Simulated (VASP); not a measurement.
# A VASP study of HfZrSi2 (PBEsol): structure first, properties next

Wanted: the relaxed cell of HfZrSi2 and its properties. The steps: rough relaxation of the start cell, relaxing cell and atoms (PBEsol), density, ELF and potential (PBEsol), band structure (PBEsol), density of states (PBEsol), band structure (TB-mBJ) and zone-centre phonons (PBEsol). The cell is invented: it takes the structure of a Materials Project entry for ZrTiC2 (space group 166 there), with some of its atoms replaced by other elements, volume scaled by an estimate. It may not be a known or stable phase. The atoms of the start are displaced at random from the sites of a R-3m cell.

Method: PBEsol; plane waves and PAW (Hf_pv, Zr_sv, Si), in the first sound run; inputs show where later runs differ, in VASP 6.6.1.

This is a report of a sequence of runs, with most program output left out.

**1. The starting structure**

Before any relaxation, the start is as follows. The structure is triclinic, space group P1 (No. 1). The conventional cell has a = 3.555 Å, b = 3.555 Å, c = 6.113 Å, α = 73.10°, β = 73.10°, γ = 60.00°. Hf has 6 Si at 2.42 to 2.47 Å nearest. Nearest to Zr lie 6 Si at 2.56 to 2.58 Å. Nearest to Si lie 3 Hf at 2.42 to 2.46 Å and 3 Zr at 2.56 to 2.58 Å. Nearest to Si lie 3 Hf at 2.46 to 2.47 Å and 3 Zr at 2.56 to 2.58 Å. It derives from ZrTiC2. it takes the structure of a Materials Project entry for ZrTiC2 (space group 166 there), with some of its atoms replaced by other elements, volume scaled by an estimate. Farther neighbours are not listed.

As a file:

```
Hf Zr Si
1.0
     1.77730    1.02612    5.75795
    -1.77730    1.02612    5.75795
     0.00000   -2.05225    5.75795
Hf Zr Si
1 1 2
Direct
  0.50071 0.49893 0.50108
  0.99680 0.00217 0.99948
  0.23754 0.25110 0.24106
  0.75740 0.75556 0.75216
```

**2. Rough relaxation of the start cell**

The start is only an estimate, so a cheap relaxation brings it near a minimum before any careful run. PBEsol restores the gradient expansion of exchange and is tuned for the cells of solids.

The input, INCAR:

```
SYSTEM = HfZrSi2
PREC = Normal
ENCUT = 400
EDIFF = 1E-05
NELM = 60
ISMEAR = 0
SIGMA = 0.05
LREAL = .FALSE.
ALGO = Fast
GGA = PS
NBANDS = 21
LORBIT = 11
LWAVE = .FALSE.
LCHARG = .FALSE.
KPAR = 2
IBRION = 2
NSW = 40
ISIF = 3
EDIFFG = -0.04
```

The input, POSCAR:

```
HfZrSi2
1.0
    1.7772990000      1.0261240000      5.7579450000
   -1.7772990000      1.0261240000      5.7579450000
    0.0000000000     -2.0522480000      5.7579450000
Hf Zr Si
1 1 2
Direct
    0.5007120000      0.4989300000      0.5010750000
   -0.0032010000      0.0021670000     -0.0005220000
    0.2375380000      0.2510980000      0.2410590000
    0.7574020000      0.7555560000      0.7521630000
```

The input, KPOINTS:

```
Automatic mesh
0
Gamma
5 5 5
0 0 0
```

Potentials, in the order of the species: Hf_pv, Zr_sv and Si (PBE family, release 64).

Launch:

```
> mpirun -np 2 vasp_std
```

Elapsed: 2.4 min, on 2 MPI ranks of Intel Xeon 6975P-C (Granite Rapids), shared host; peak memory 0.42 GiB; 4.7 min of CPU time.

The k-mesh is coarse for a metal. Harder data sets than Hf_pv exist (the GW ones), and pressures, volumes and forces can shift noticeably with them. This relaxation is a rough one on cheap settings, only to bring the start near its minimum. The PAW data sets were made with PBE, which is usual practice but a small mismatch for other functionals. After so large a change of volume the plane waves of the start cell no longer fit, so the final stress carries a basis-set error.

The steps of the relaxation:

| step | energy less that of the first step (eV) | largest force (eV/Å) | pressure (GPa) | volume (Å³) |
| --- | --- | --- | --- | --- |
| 1 | 0.0000 | 1.9276 | 31.43 | 63.01 |
| 2 | 0.2929 | 0.0972 | -18.83 | 95.58 |
| 3 | -1.1374 | 0.6089 | -1.78 | 76.30 |
| 4 | -1.1403 | 0.6456 | -0.82 | 75.68 |
| 5 | -1.1402 | 0.6621 | -0.39 | 75.41 |
| 6 | -1.1705 | 0.2973 | 0.12 | 75.02 |
| 7 | -1.1778 | 0.0348 | 0.60 | 74.69 |
| 8 | -1.1779 | 0.0379 | 0.60 | 74.70 |
| 9 | -1.1778 | 0.0296 | -0.58 | 75.44 |
| 10 | -1.1786 | 0.0198 | -0.04 | 75.04 |

| cell as run | before | after | change |
| --- | --- | --- | --- |
| a (Å) | 6.113 | 6.381 | +4.4 % |
| b (Å) | 6.113 | 6.382 | +4.4 % |
| c (Å) | 6.113 | 6.381 | +4.4 % |
| α (°) | 33.81 | 34.66 | +2.5 % |
| β (°) | 33.81 | 34.68 | +2.6 % |
| γ (°) | 33.81 | 34.67 | +2.6 % |
| volume (Å³/atom) | 15.75 | 18.76 | +19.1 % |

The atoms that moved most (Å, as changes of fractional coordinates times the final cell):

| atom | dx | dy | dz | length |
| --- | --- | --- | --- | --- |
| Si3 | 0.018 | -0.004 | 0.097 | 0.099 |
| Si4 | -0.010 | -0.006 | -0.083 | 0.084 |
| Hf1 | -0.010 | 0.007 | -0.014 | 0.019 |

Final coordinates:

```xyz
4
Lattice="1.9002 1.0987 5.9914 -1.9026 1.0974 5.9924 -0.0023 -2.1955 5.9918" Properties=species:S:1:pos:R:3 pbc="T T T"
Hf   -0.0095    0.0041    8.9778
Zr   -0.0077    0.0036   -0.0090
Si   -0.0092    0.0033    4.4691
Si   -0.0099    0.0038   13.4894
```

Numbers from this step:

```
electrons                       : 30
bands                           : 21
irreducible k-points            : 63
symmetry operations             : 1
free energy (TOTEN)             : -33.72 eV
energy at zero smearing         : -33.72 eV
Fermi energy                    : 7.491 eV
pressure                        : -0.04333 GPa
metallic                        : yes
SCF cycles over all ionic steps : 121
```

It ends with a largest force of 0.020 eV/Å and a pressure of -0.04 GPa.

**3. Relaxing cell and atoms (PBEsol)**

Properties are meant for the cell that this level of theory prefers, so cell and atoms are relaxed first (ISIF = 3) until forces and stress are small; EDIFFG sets the threshold.

The input, INCAR:

```
SYSTEM = HfZrSi2
PREC = Accurate
ENCUT = 400
EDIFF = 1E-06
NELM = 100
ISMEAR = 0
SIGMA = 0.05
LREAL = .FALSE.
ALGO = Normal
GGA = PS
NBANDS = 21
LORBIT = 11
LWAVE = .FALSE.
LCHARG = .FALSE.
KPAR = 2
IBRION = 2
NSW = 60
ISIF = 3
EDIFFG = -0.01
```

The input, POSCAR:

```
HfZrSi2
1.0
    1.9011428900      1.0976253600      5.9918712700
   -1.9011428900      1.0976253600      5.9918712700
    0.0000000000     -2.1952507200      5.9918712700
Hf Zr Si
1 1 2
Direct
    0.0000000000      0.0000000000      0.0000000000
    0.5000000000      0.5000000000      0.5000000000
    0.7491748260      0.7491748260      0.7491748260
    0.2508251740      0.2508251740      0.2508251740
```

The input, KPOINTS:

```
Automatic mesh
0
Gamma
8 8 8
0 0 0
```

The cell reached was symmetrised within 0.01 Å before this step, which raises the operations from 1 to 12, which the run then keeps.

Launch:

```
> mpirun -np 2 vasp_std
```

Elapsed: 4.4 min, on 2 MPI ranks; peak memory 0.6 GiB; 8.8 min of CPU time.

The run keeps the 12 symmetry operations of its start, so it cannot find a distortion of lower symmetry.

Relaxation path:

| step | energy less that of the first step (eV) | largest force (eV/Å) | pressure (GPa) | volume (Å³) |
| --- | --- | --- | --- | --- |
| 1 | 0.0000 | 0.0210 | 0.36 | 75.02 |
| 2 | -0.0003 | 0.0103 | -0.38 | 75.48 |
| 3 | -0.0005 | 0.0140 | -0.13 | 75.32 |
| 4 | -0.0008 | 0.0021 | -0.09 | 75.29 |
| 5 | -0.0013 | 0.0322 | 0.00 | 75.23 |
| 6 | -0.0008 | 0.1028 | 0.21 | 75.09 |
| 7 | -0.0015 | 0.0503 | 0.05 | 75.20 |
| 8 | -0.0015 | 0.0628 | 0.08 | 75.17 |
| 9 | -0.0017 | 0.0451 | -0.02 | 75.23 |
| 10 | -0.0017 | 0.0361 | -0.07 | 75.26 |
| 11 | -0.0018 | 0.0147 | 0.05 | 75.18 |
| 12 | -0.0018 | 0.0110 | 0.07 | 75.16 |
| 13 | -0.0018 | 0.0022 | 0.00 | 75.22 |

| conventional cell, symmetrised | before | after | change |
| --- | --- | --- | --- |
| a (Å) | 3.802 | 3.776 | -0.7 % |
| b (Å) | 3.802 | 3.776 | -0.7 % |
| c (Å) | 17.976 | 18.279 | +1.7 % |
| volume (Å³/atom) | 18.76 | 18.81 | +0.3 % |

The relaxed structure:

```xyz
4
Lattice="1.8878 1.0899 6.0931 -1.8878 1.0899 6.0931 0.0000 -2.1799 6.0931" Properties=species:S:1:pos:R:3 pbc="T T T"
Hf    0.0000    0.0000    0.0000
Zr    0.0000    0.0000    9.1397
Si    0.0000    0.0000   13.6935
Si    0.0000    0.0000    4.5859
```

Numbers from this step:

- irreducible k-points: 65
- symmetry operations: 12
- free energy (TOTEN): -33.76 eV
- energy at zero smearing: -33.76 eV
- Fermi energy: 7.473 eV
- pressure: -0.001604 GPa
- SCF cycles over all ionic steps: 84

It ends with a largest force of 0.002 eV/Å and a pressure of 0.00 GPa.

**4. Density, ELF and potential (PBEsol)**

A single point on the relaxed cell gives a clean self-consistent state, with density, ELF and potential written out.

Edit INCAR of step 3 so:

```diff
@@ -13,7 +13,5 @@
 LWAVE = .FALSE.
-LCHARG = .FALSE.
-KPAR = 2
-IBRION = 2
-NSW = 60
-ISIF = 3
-EDIFFG = -0.01
+LCHARG = .TRUE.
+ISIF = 2
+LELF = .TRUE.
+LVHAR = .TRUE.
```

The input, POSCAR:

```
HfZrSi2
1.0
    1.8878339069      1.0899414150      6.0931092601
   -1.8878339069      1.0899414150      6.0931092601
    0.0000000000     -2.1798828300      6.0931092601
Hf Zr Si
1 1 2
Direct
    0.0000000000      0.0000000000      0.0000000000
    0.5000000000      0.5000000000      0.5000000000
    0.7491233293      0.7491233293      0.7491233293
    0.2508766707      0.2508766707      0.2508766707
```

KPOINTS is that of step 3.

Launch:

```
> mpirun -np 2 vasp_std
```

Wall time 42 s (2 MPI ranks); peak memory 0.42 GiB; 82 s of CPU time.

This step gave:

```yaml
scf_cycles: 14
bands: 22
pressure: -0.02398 GPa
```

Valence electrons inside each PAW sphere by angular momentum. Sphere charges, by row:

| atom | s (e) | p (e) | d (e) | tot (e) |
| --- | --- | --- | --- | --- |
| Hf1 | 0.292 | 6.411 | 1.708 | 8.412 |
| Zr2 | 2.157 | 5.979 | 1.73 | 9.866 |
| Si3 | 0.796 | 0.976 | 0 | 1.772 |
| Si4 | 0.796 | 0.976 | 0 | 1.772 |

ELF in the ac plane at fractional y = 0.000, with atoms of Hf within 0.2 Å of it. It is the smooth field of the valence electrons, not physical close to the nuclei.

Ten even steps from '0' (0.03) to '9' (0.77), each cell a mean:
```
004425776544442133
413634898753333113
355553799975322211
235543489998532232
433432279999853234
675421148999985334
689863236999998534
589998544799999754
468999975579999975
457999997546899986
535799999743478997
533589999952124787
542257999983123345
332225899996234532
122222579998445564
411222357899535534
331234335688733510
034135554456642340
```
Columns run along a (6.5 Å), rows up along c (6.5 Å). Atoms in or near the plane, at fractional coordinates: Hf at (0.00, 0.00).

Valence density in the ac plane at fractional y = 0.000, with atoms of Hf within 0.2 Å of it. It is the smooth field of the valence electrons, not physical close to the nuclei.

Values in e/Å³, 10 rows by 16 columns, each cell a mean:
```
3.1 3.3 2.1 0.7 0.2 0.2 0.2 0.2 0.2 0.1 0.1 0.1 0.1 0.2 0.5 1.7
0.7 1.7 2.1 1.3 0.5 0.3 0.3 0.3 0.3 0.3 0.2 0.1 0.1 0.1 0.1 0.2
0.2 0.3 0.5 0.6 0.5 0.3 0.3 0.3 0.4 0.4 0.4 0.3 0.2 0.1 0.1 0.1
0.2 0.2 0.3 0.3 0.3 0.2 0.2 0.2 0.3 0.4 0.4 0.4 0.3 0.2 0.1 0.1
0.2 0.2 0.3 0.3 0.3 0.3 0.2 0.2 0.2 0.3 0.3 0.4 0.4 0.3 0.2 0.2
0.1 0.2 0.2 0.3 0.4 0.4 0.3 0.3 0.2 0.2 0.2 0.3 0.3 0.3 0.3 0.2
0.1 0.1 0.1 0.2 0.3 0.4 0.4 0.4 0.3 0.2 0.2 0.3 0.3 0.3 0.2 0.2
0.2 0.1 0.1 0.1 0.2 0.3 0.3 0.4 0.4 0.3 0.3 0.4 0.7 1.0 0.7 0.3
0.8 0.2 0.1 0.1 0.1 0.1 0.2 0.2 0.3 0.3 0.3 0.3 0.8 1.9 2.6 2.0
3.1 1.6 0.4 0.2 0.1 0.1 0.1 0.1 0.2 0.2 0.2 0.2 0.2 0.8 2.4 3.4
```
Columns run along a (6.5 Å), rows up along c (6.5 Å). Atoms in or near the plane, at fractional coordinates: Hf at (0.00, 0.00).

Electrostatic potential energy in the ac plane at fractional y = 0.000, with atoms of Hf within 0.2 Å of it. With pseudopotentials it is smooth inside the atoms' cores, unlike the true potential.

Ten even steps from '_' (-22 eV) to '@' (3 eV), each cell a mean:
```
____..--##%%@@@@@@@@@@@@@@@@@@**--__
..____::==##%%%%%%%%@@@@@@@@@@%%**--
--......--**%%######%%@@@@@@@@@@%%**
##==--::--==####******##%%@@@@@@@@@@
@@##++==--==**####++++**##%%@@@@@@@@
@@%%%%******##%%##**==--++##%%@@@@@@
@@@@%%######%%%%%%##++----**##@@@@@@
@@@@%%######%%@@@@@@##++==++**%%@@@@
@@@@%%******##%%@@@@@@##**++**##%%@@
@@@@%%##++==++##@@@@@@%%####**##%%@@
@@@@@@%%**==--++##%%@@%%%%######%%@@
@@@@@@@@##**----++##%%%%##**##%%%%@@
@@@@@@@@%%##**====**####**====**##%%
@@@@@@@@@@%%##**++**####**------==##
**%%@@@@@@@@@@%%##**####**==::..::--
--**%%@@@@@@@@@@%%%%%%%%%%++--..__..
__--**%%@@@@@@@@@@@@@@@@%%##==..____
____--**@@@@@@@@@@@@@@@@@@@@##--..__
```
Columns run along a (6.5 Å; values clipped at the 3rd and 97th percentile), rows up along c (6.5 Å). Atoms in or near the plane, at fractional coordinates: Hf at (0.00, 0.00).

In this run the pressure is -0.02 GPa, small enough to go on.

**5. Band structure (PBEsol)**

The mesh alone shows little of the dispersion and can miss band extrema, so KPOINTS_OPT adds a path through the symmetry points after the self-consistent cycle.

The input, INCAR:

```
SYSTEM = HfZrSi2
PREC = Accurate
ENCUT = 400
EDIFF = 1E-06
NELM = 100
ISMEAR = 0
SIGMA = 0.05
LREAL = .FALSE.
ALGO = Normal
GGA = PS
NBANDS = 29
LORBIT = 11
LWAVE = .FALSE.
LCHARG = .FALSE.
KPAR = 2
```

POSCAR is that of step 4.

KPOINTS is that of step 4.

The input, KPOINTS_OPT:

```
Line mode
16
Line-mode
Reciprocal
  0.00000000   0.00000000   0.00000000 GAMMA
  0.50000000   0.00000000   0.00000000 L

  0.50000000   0.00000000   0.00000000 L
  0.50000000   0.18799894  -0.18799894 B1

  0.81200106   0.50000000   0.18799894 B
  0.50000000   0.50000000   0.50000000 Z

  0.50000000   0.50000000   0.50000000 Z
  0.00000000   0.00000000   0.00000000 GAMMA

  0.00000000   0.00000000   0.00000000 GAMMA
  0.34399947   0.00000000  -0.34399947 X

  0.65600053   0.34399947   0.00000000 Q
  0.50000000   0.50000000   0.00000000 F

  0.50000000   0.50000000   0.00000000 F
  0.65600053   0.65600053   0.18799894 P1

  0.65600053   0.65600053   0.18799894 P1
  0.50000000   0.50000000   0.50000000 Z

  0.50000000   0.00000000   0.00000000 L
  0.81200106   0.34399947   0.34399947 P
```

Launch:

```
> mpirun -np 2 vasp_std
```

Wall time 2 min (2 MPI ranks); peak memory 0.7 GiB; 3.9 min of CPU time.

Spin-orbit coupling is off here; with elements this heavy it splits and shifts levels by tenths of an eV or more.

Numbers from this step:

```yaml
bands: 29
pressure: -0.03019 GPa
```

The electronic bands at the labelled points (eV, zero at the Fermi level; # counts the bands kept):

| point | #5 | #6 | #7 | #8 | #9 | #10 | #11 | #12 |
| --- | --- | --- | --- | --- | --- | --- | --- | --- |
| Γ | -2.23 | 0.01 | 0.01 | 0.13 | 0.80 | 0.80 | 2.44 | 2.44 |
| 0.47 of the way | -1.94 | -1.84 | -1.18 | -0.64 | 0.37 | 1.28 | 2.12 | 2.65 |
| L | -2.55 | -2.36 | -1.42 | -1.28 | 0.99 | 1.01 | 2.89 | 3.41 |
| 0.53 of the way | -2.62 | -2.60 | -1.78 | -1.76 | 1.96 | 1.99 | 2.36 | 2.64 |
| B1 | -2.71 | -2.63 | -1.57 | -1.53 | 1.19 | 1.54 | 2.75 | 3.01 |
| jump to B | -2.71 | -2.63 | -1.57 | -1.53 | 1.19 | 1.54 | 2.75 | 3.01 |
| 0.47 of the way | -2.06 | -1.98 | -1.25 | -1.17 | 0.74 | 0.74 | 2.42 | 2.51 |
| Z | -1.34 | -1.34 | -1.30 | -1.30 | 1.06 | 1.06 | 1.35 | 1.35 |
| 0.47 of the way | -1.96 | -0.73 | -0.38 | -0.38 | 0.49 | 0.49 | 2.26 | 2.26 |
| Γ | -2.23 | 0.01 | 0.01 | 0.13 | 0.80 | 0.80 | 2.44 | 2.44 |
| 0.53 of the way | -2.66 | -1.91 | -1.84 | -1.54 | 1.04 | 1.96 | 2.14 | 2.56 |
| X | -2.81 | -2.58 | -1.76 | -1.43 | 1.09 | 1.97 | 2.49 | 2.90 |
| jump to Q | -2.81 | -2.58 | -1.76 | -1.43 | 1.09 | 1.97 | 2.49 | 2.90 |
| 0.47 of the way | -2.61 | -2.34 | -1.93 | -0.58 | 0.19 | 2.56 | 2.59 | 3.35 |
| F | -2.19 | -2.10 | -2.05 | 0.28 | 0.39 | 2.00 | 2.88 | 2.96 |
| 0.47 of the way | -2.17 | -2.12 | -2.05 | 0.21 | 0.36 | 2.05 | 2.87 | 2.93 |
| P1 | -2.18 | -2.11 | -2.06 | 0.00 | 0.28 | 2.20 | 2.77 | 2.86 |
| 0.47 of the way | -1.97 | -1.80 | -1.60 | -0.47 | 0.08 | 1.32 | 1.82 | 2.46 |
| Z | -1.34 | -1.34 | -1.30 | -1.30 | 1.06 | 1.06 | 1.35 | 1.35 |
| jump to L | -2.55 | -2.36 | -1.42 | -1.28 | 0.99 | 1.01 | 2.89 | 3.41 |
| 0.47 of the way | -2.41 | -2.28 | -1.81 | -0.74 | 0.42 | 1.84 | 2.80 | 3.19 |
| P | -2.18 | -2.11 | -2.06 | 0.00 | 0.28 | 2.20 | 2.77 | 2.86 |

Of the projections kept (Hf, Zr, Si), the largest for each band there; the rest of the weight can lie on other orbitals:

| point | #5 | #6 | #7 | #8 | #9 | #10 | #11 | #12 |
| --- | --- | --- | --- | --- | --- | --- | --- | --- |
| Γ | Zr 0.34 | Zr 0.55 | Zr 0.55 | Zr 0.55 | Zr 0.52 | Zr 0.52 | Si 0.87 | Si 0.87 |
| L | Zr 0.48 | Hf 0.55 | Zr 0.57 | Hf 0.60 | Zr 0.75 | Hf 0.78 | Zr 0.99 | Hf 1.00 |
| B1 | Hf 0.49 | Zr 0.39 | Si 0.36 | Hf 0.37 | Hf 0.56 | Zr 0.66 | Zr 0.80 | Hf 0.75 |
| B | Hf 0.49 | Zr 0.39 | Si 0.36 | Hf 0.37 | Hf 0.56 | Zr 0.66 | Zr 0.80 | Hf 0.75 |
| Z | Zr 0.72 | Zr 0.72 | Hf 0.70 | Hf 0.70 | Zr 0.98 | Zr 0.98 | Hf 0.98 | Hf 0.98 |
| Γ | Zr 0.34 | Zr 0.55 | Zr 0.55 | Zr 0.55 | Zr 0.52 | Zr 0.52 | Si 0.87 | Si 0.87 |

There is no gap at this level.

**6. Density of states (PBEsol)**

Here the states are counted by energy and projected on the atoms. The mesh is finer than in the run before.

Edit INCAR of step 5 so:

```diff
@@ -5,3 +5,3 @@
 NELM = 100
-ISMEAR = 0
+ISMEAR = -5
 SIGMA = 0.05
@@ -15 +15,2 @@
 KPAR = 2
+NEDOS = 2001
```

POSCAR is that of step 5.

The input, KPOINTS:

```
Automatic mesh
0
Gamma
12 12 12
0 0 0
```

Launch:

```
> mpirun -np 2 vasp_std
```

Elapsed: 2.6 min, on 2 MPI ranks; peak memory 0.88 GiB; 5.2 min of CPU time.

With tetrahedra the forces and stress of a metal are not exact derivatives of the energy.

Numbers from this step:

| Quantity | Value |
| --- | --- |
| irreducible k-points | 189 |
| Fermi energy | 7.471 eV |
| pressure | 0.08142 GPa |
| DOS at the Fermi level | 0.6708 states/eV/cell |

The density of states has structure finer than the step of the table below, so its rows give means over 0.5 eV, whole bins alone (the curve runs from -12.0 to 2.87 eV). Peaks (eV: height): total -7.14: 4.87, -1.75: 6.58, 1.89: 3.14, 2.67: 5.75; Zr d -1.75: 1.17, 2.67: 2.07; Hf d -7.14: 0.253, -1.75: 1.10, 1.89: 0.761; Si p -3.22: 0.407, -1.75: 1.23, 0.32: 0.255, 2.67: 0.293; Hf p -7.04: 0.185, -3.02: 0.179, -2.53: 0.288, -1.75: 0.119.

States under -12.0 eV and over 2.9 eV are left out. Table of density of states by energy, zero at the Fermi level; means over each step; 7 of 9 lines; values in states/eV/cell:

| energy (eV) | total | Zr d | Hf d | Si p | Hf p | Hf s | Si s |
| --- | --- | --- | --- | --- | --- | --- | --- |
| -10.5 | 0 | 0 | 0 | 0 | 0 | 0 | 0 |
| -10.0 | 0.0936 | 0 | 0 | 2.9e-4 | 4.5e-4 | 0.00873 | 0.0272 |
| -9.5 | 0.342 | 3.1e-4 | 3.2e-4 | 0.00217 | 0.00382 | 0.0309 | 0.100 |
| -9.0 | 0.529 | 0.00206 | 0.00146 | 0.00512 | 0.0100 | 0.0459 | 0.159 |
| -8.5 | 0.711 | 0.00678 | 0.00527 | 0.00768 | 0.0214 | 0.0460 | 0.224 |
| -8.0 | 1.26 | 0.0292 | 0.0315 | 0.0112 | 0.0405 | 0.0506 | 0.434 |
| -7.5 | 2.46 | 0.0942 | 0.112 | 0.0135 | 0.0773 | 0.0430 | 0.933 |
| -7.0 | 2.60 | 0.0917 | 0.113 | 0.00686 | 0.114 | 0.0120 | 1.05 |
| -6.5 | 0.0134 | 1.1e-4 | 1.3e-4 | 2.9e-5 | 9.2e-4 | 3.9e-5 | 0.00553 |
| -6.0 | 0 | 0 | 0 | 0 | 0 | 0 | 0 |
| -5.5 | 0.00290 | 1.5e-4 | 1.7e-4 | 4.0e-4 | 1.2e-5 | 2.3e-4 | 5.3e-5 |
| -5.0 | 0.311 | 0.0171 | 0.0180 | 0.0441 | 0.00319 | 0.0231 | 0.00737 |
| -4.5 | 0.930 | 0.0591 | 0.0565 | 0.134 | 0.0125 | 0.0668 | 0.0255 |
| -4.0 | 1.77 | 0.139 | 0.118 | 0.264 | 0.0231 | 0.120 | 0.0574 |
| -3.5 | 2.11 | 0.173 | 0.159 | 0.336 | 0.0961 | 0.0591 | 0.0578 |
| -3.0 | 2.11 | 0.146 | 0.165 | 0.349 | 0.155 | 0.0230 | 0.0386 |
| -2.5 | 4.23 | 0.533 | 0.499 | 0.610 | 0.235 | 0.0104 | 0.0221 |
| -2.0 | 5.11 | 0.894 | 0.848 | 0.830 | 0.103 | 0.0143 | 0.0141 |
| -1.5 | 3.91 | 0.700 | 0.670 | 0.693 | 0.0723 | 0.0121 | 0.0109 |
| -1.0 | 2.01 | 0.318 | 0.374 | 0.346 | 0.0463 | 0.00713 | 0.00697 |
| -0.5 | 1.19 | 0.204 | 0.200 | 0.197 | 0.0391 | 0.00322 | 0.00299 |
| 0.0 | 0.833 | 0.158 | 0.134 | 0.115 | 0.0328 | 0.00194 | 0.00150 |
| 0.5 | 1.87 | 0.402 | 0.303 | 0.210 | 0.0626 | 0.0199 | 0.00867 |
| 1.0 | 2.03 | 0.576 | 0.399 | 0.132 | 0.0354 | 0.0293 | 0.0101 |
| 1.5 | 2.33 | 0.658 | 0.578 | 0.104 | 0.0302 | 0.0432 | 0.0114 |
| 2.0 | 2.75 | 0.911 | 0.683 | 0.0816 | 0.0324 | 0.0596 | 0.0145 |
| 2.5 | 3.83 | 1.39 | 0.861 | 0.166 | 0.0589 | 0.0862 | 0.0517 |

The finer mesh and the other smearing move the Fermi level by -0.00 eV from the 8×8×8 run, a small shift, which tests the Fermi level alone. Of the states within 0.3 eV of the Fermi level, the largest shares in the PAW spheres are Zr d 19 %, Hf d 16 % and Si p 14 %. The rest lies in smaller channels or between the spheres.

[end of part 1 of 2]

[Lines on the potential files, build, host, timing and source positions are cut from VASP's logs without a mark.]

[Logs are printed without paths, hosts, clocks, repeated set-up lines and the standing remarks that a program may print on its own settings, such as how far it seeks lower states.]

[Hosts, paths, dates, database ids (printed as entryN), source tags and the programs' standing remarks are cut or masked in the printed files.]

[A measured line is paired with the nearest computed mode of its activity, which favours agreement.]
